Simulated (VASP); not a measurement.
Method: PBEsol GGA, VASP's PBE PAW potentials (set 64) (plane waves; VASP).

Input for VASP

### KPOINTS
```
Automatic mesh
0
Gamma
3 3 3
0 0 0
```

### INCAR
```
! general
SYSTEM          =Ca
PREC            =Accurate
ENCUT           =400   ! plane-wave cut-off (eV)
LREAL           =.False.   ! projection in real space or not
LASPH           =.True.

! electronic loop
EDIFF           =1E-7   ! SCF stop (eV)
NELM            =100
ALGO            =Normal   ! blocked Davidson

! smearing
ISMEAR          =1   ! Methfessel-Paxton
SIGMA           =0.1   ! width (eV)

! functional
GGA             =PS   ! PBEsol

! ions
IBRION          =6   ! finite differences
NSW             =1   ! most ionic steps
ISIF            =2   ! forces and stress, cell fixed
POTIM           =0.015
NFREE           =2

! output
LWAVE           =.False.
LCHARG          =.False.

! other
LPHON_DISPERSION=.True.
```

QPOINTS:
```
k-points along high-symmetry lines
13
Line-mode
Cartesian
  0.000000   0.000000   0.000000 ! GAMMA
  0.000000   0.183249   0.000000 ! X

  0.000000   0.183249   0.000000 ! X
  0.045812   0.183249   0.045812 ! U

  0.137437   0.137437  -0.000000 ! K
  0.000000   0.000000   0.000000 ! GAMMA

  0.000000   0.000000   0.000000 ! GAMMA
  0.091624   0.091624   0.091624 ! L

  0.091624   0.091624   0.091624 ! L
  0.091624   0.183249  -0.000000 ! W

  0.091624   0.183249  -0.000000 ! W
  0.000000   0.183249   0.000000 ! X
```

POSCAR:
```
Ca
1.0
  0.0000000000   8.1855888624   8.1855888624
  8.1855888624   0.0000000000   8.1855888624
  8.1855888624   8.1855888624   0.0000000000
Ca
27
Direct
  0.0000000000   0.0000000000   0.0000000000
  0.0000000000   0.0000000000   0.3333333333
  0.0000000000   0.0000000000   0.6666666667
  0.0000000000   0.3333333333   0.0000000000
  0.0000000000   0.3333333333   0.3333333333
  0.0000000000   0.3333333333   0.6666666667
  0.0000000000   0.6666666667   0.0000000000
  0.0000000000   0.6666666667   0.3333333333
  0.0000000000   0.6666666667   0.6666666667
  0.3333333333   0.0000000000   0.0000000000
  0.3333333333   0.0000000000   0.3333333333
  0.3333333333   0.0000000000   0.6666666667
  0.3333333333   0.3333333333   0.0000000000
  0.3333333333   0.3333333333   0.3333333333
  0.3333333333   0.3333333333   0.6666666667
  0.3333333333   0.6666666667   0.0000000000
  0.3333333333   0.6666666667   0.3333333333
  0.3333333333   0.6666666667   0.6666666667
  0.6666666667   0.0000000000   0.0000000000
  0.6666666667   0.0000000000   0.3333333333
  0.6666666667   0.0000000000   0.6666666667
  0.6666666667   0.3333333333   0.0000000000
  0.6666666667   0.3333333333   0.3333333333
  0.6666666667   0.3333333333   0.6666666667
  0.6666666667   0.6666666667   0.0000000000
  0.6666666667   0.6666666667   0.3333333333
  0.6666666667   0.6666666667   0.6666666667
```

POTCAR, in this order: Ca_sv (PBE.64 set). Program: vasp_std.

What VASP printed:

OUTCAR:
```
 ion  position               nearest neighbor table
   1  0.000  0.000  0.000-
   2  0.000  0.000  0.333-
   3  0.000  0.000  0.667-
   4  0.000  0.333  0.000-
   5  0.000  0.333  0.333-
   6  0.000  0.333  0.667-
   7  0.000  0.667  0.000-
   8  0.000  0.667  0.333-
   9  0.000  0.667  0.667-
  10  0.333  0.000  0.000-
  11  0.333  0.000  0.333-
  12  0.333  0.000  0.667-
  13  0.333  0.333  0.000-
  14  0.333  0.333  0.333-
  15  0.333  0.333  0.667-
  16  0.333  0.667  0.000-
  17  0.333  0.667  0.333-
  18  0.333  0.667  0.667-
  19  0.667  0.000  0.000-
  20  0.667  0.000  0.333-
  21  0.667  0.000  0.667-
  22  0.667  0.333  0.000-
  23  0.667  0.333  0.333-
  24  0.667  0.333  0.667-
  25  0.667  0.667  0.000-
  26  0.667  0.667  0.333-
  27  0.667  0.667  0.667-
  LATTYP: Found a face centered cubic cell.
 ALAT       =    16.3711777248
 Subroutine PRICEL returns following result:
  LATTYP: Found a face centered cubic cell.
 ALAT       =     5.4570592411
 Subroutine GETGRP returns: Found 48 space group operations
The static configuration has the point symmetry O_h .
The dynamic configuration has the point symmetry O_h .
 Subroutine INISYM returns: Found 48 space group operations
 Subroutine IBZKPT returns following result:
 Found      4 irreducible k-points:

...
```

### OSZICAR
```
       N       E                     dE             d eps       ncg     rms          rms(c)
DAV:   1     0.263149901334E+04    0.26315E+04   -0.11667E+05  1352   0.127E+03
DAV:   2     0.150054187416E+03   -0.24814E+04   -0.24425E+04  1296   0.444E+02
DAV:   3    -0.253193103118E+02   -0.17537E+03   -0.16906E+03  1960   0.837E+01
DAV:   4    -0.541692349278E+02   -0.28850E+02   -0.28356E+02  2272   0.266E+01
DAV:   5    -0.576854666666E+02   -0.35162E+01   -0.35012E+01  1904   0.679E+00    0.126E+01
DAV:   6    -0.575942281917E+02    0.91238E-01   -0.14274E+00  1704   0.252E+00    0.686E+00
DAV:   7    -0.575049469570E+02    0.89281E-01   -0.34416E-01  1592   0.223E+00    0.706E-01
DAV:   8    -0.575014276480E+02    0.35193E-02   -0.51153E-02  1872   0.620E-01    0.831E-01
DAV:   9    -0.575019616159E+02   -0.53397E-03   -0.41912E-03  1656   0.184E-01    0.378E-01
DAV:  10    -0.575024385010E+02   -0.47689E-03   -0.19256E-03  1496   0.193E-01    0.185E-01
DAV:  11    -0.575023507401E+02    0.87761E-04   -0.23225E-04  1520   0.594E-02    0.199E-02
DAV:  12    -0.575023419763E+02    0.87638E-05   -0.18822E-05  2176   0.804E-03    0.852E-03
DAV:  13    -0.575023360134E+02    0.59629E-05   -0.59653E-07  1368   0.303E-03    0.574E-04
DAV:  14    -0.575023361990E+02   -0.18560E-06   -0.70656E-08   984   0.971E-04    0.545E-04
DAV:  15    -0.575023360758E+02    0.12320E-06   -0.12555E-08   984   0.408E-04    0.235E-04
DAV:  16    -0.575023360674E+02    0.84365E-08   -0.51716E-09   952   0.251E-04
   1 F= -.57502336E+02 E0= -.57479061E+02  d E =-.698255E-01
 Found     1 degrees of freedom:
       N       E                     dE             d eps       ncg     rms          rms(c)
DAV:   1    -0.575006068828E+02    0.17292E-02   -0.84008E-01  1984   0.253E+00    0.191E-01
DAV:   2    -0.575020588334E+02   -0.14520E-02   -0.20081E-02  2184   0.420E-01    0.728E-02
DAV:   3    -0.575021031421E+02   -0.44309E-04   -0.97562E-04  3012   0.600E-02    0.272E-02
DAV:   4    -0.575021040275E+02   -0.88542E-06   -0.30528E-05  2560   0.165E-02    0.105E-02
DAV:   5    -0.575021045713E+02   -0.54379E-06   -0.31776E-06  3488   0.508E-03    0.175E-03
DAV:   6    -0.575021046852E+02   -0.11386E-06   -0.78482E-07  3256   0.207E-03    0.117E-03
DAV:   7    -0.575021046680E+02    0.17193E-07   -0.75202E-08  1488   0.844E-04
   2 F= -.57502105E+02 E0= -.57478831E+02  d E =-.698219E-01
       N       E                     dE             d eps       ncg     rms          rms(c)
DAV:   1    -0.574968281260E+02    0.52766E-02   -0.29906E+00  1960   0.507E+00    0.371E-01
DAV:   2    -0.575019503434E+02   -0.51222E-02   -0.72016E-02  2152   0.787E-01    0.144E-01
DAV:   3    -0.575021012389E+02   -0.15090E-03   -0.34193E-03  3032   0.115E-01    0.549E-02
DAV:   4    -0.575021025102E+02   -0.12713E-05   -0.11960E-04  2504   0.339E-02    0.203E-02
DAV:   5    -0.575021041531E+02   -0.16429E-05   -0.14086E-05  3392   0.113E-02    0.376E-03
DAV:   6    -0.575021046861E+02   -0.53298E-06   -0.43864E-06  3520   0.507E-03    0.231E-03
DAV:   7    -0.575021046212E+02    0.64909E-07   -0.36833E-07  2112   0.177E-03
   3 F= -.57502105E+02 E0= -.57478831E+02  d E =-.698219E-01
```

OUTCAR:
```
------------------------ aborting loop because EDIFF is reached ----------------------------------------
  FORCE on cell =-STRESS in cart. coord.  units (eV):
  Direction    XX          YY          ZZ          XY          YZ          ZX
  --------------------------------------------------------------------------------------
  Total        0.2375723      0.2377845      0.2377845      0.0000000      0.0000000      0.0000000
  in kB        0.3469978      0.3473076      0.3473076      0.0000000      0.0000000      0.0000000
  external PRESSURE =       0.3472043 kB  Pullay stress =       0.0000000 kB
  volume of cell :     1096.93
      direct lattice vectors                 reciprocal lattice vectors
     0.000000000  8.185588862  8.185588862    -0.061082960  0.061082960  0.061082960
     8.185588862  0.000000000  8.185588862     0.061082960 -0.061082960  0.061082960
     8.185588862  8.185588862  0.000000000     0.061082960  0.061082960 -0.061082960
 POSITION                                       TOTAL-FORCE (eV/Angst)
 -----------------------------------------------------------------------------------
     -0.01500      0.00000      0.00000         0.031281      0.000000      0.000000
      2.72853      2.72853      0.00000        -0.003916     -0.003276      0.000000
      5.45706      5.45706      0.00000        -0.004316     -0.003696      0.000000
      2.72853      0.00000      2.72853        -0.003916      0.000000     -0.003276
      5.45706      2.72853      2.72853        -0.000284     -0.000139     -0.000139
      8.18559      5.45706      2.72853        -0.000121     -0.000144      0.000144
      5.45706      0.00000      5.45706        -0.004316      0.000000     -0.003696
      8.18559      2.72853      5.45706        -0.000121      0.000144     -0.000144
     10.91412      5.45706      5.45706        -0.000290     -0.000125     -0.000125
      0.00000      2.72853      2.72853        -0.000121      0.000144      0.000144
      2.72853      5.45706      2.72853        -0.000290     -0.000125      0.000125
      5.45706      8.18559      2.72853        -0.004316      0.000000      0.003696
      2.72853      2.72853      5.45706        -0.000290      0.000125     -0.000125
      5.45706      5.45706      5.45706        -0.000284      0.000139      0.000139
      8.18559      8.18559      5.45706         0.000038      0.000000      0.000092
      5.45706      2.72853      8.18559        -0.004316      0.003696      0.000000
      8.18559      5.45706      8.18559         0.000038      0.000092      0.000000
     10.91412      8.18559      8.18559         0.002075      0.000000      0.000000
      0.00000      5.45706      5.45706        -0.000121     -0.000144     -0.000144
      2.72853      8.18559      5.45706        -0.003916      0.000000      0.003276
      5.45706     10.91412      5.45706        -0.000284     -0.000139      0.000139
      2.72853      5.45706      8.18559        -0.003916      0.003276      0.000000
      5.45706      8.18559      8.18559         0.002198      0.000000      0.000000
      8.18559     10.91412      8.18559         0.000038     -0.000092      0.000000
      5.45706      5.45706     10.91412        -0.000284      0.000139     -0.000139
      8.18559      8.18559     10.91412         0.000038      0.000000     -0.000092
     10.91412     10.91412     10.91412        -0.000290      0.000125      0.000125
 -----------------------------------------------------------------------------------
    total drift:                                0.000069     -0.000000     -0.000000
  FREE ENERGIE OF THE ION-ELECTRON SYSTEM (eV)
  ---------------------------------------------------
  free  energy   TOTEN  =       -57.5021046212 eV

  energy  without entropy=      -57.4322827485  energy(sigma->0) =      -57.47883066
```
(Selected blocks of OUTCAR.)

The cell is a supercell, built from Ca (fcc).
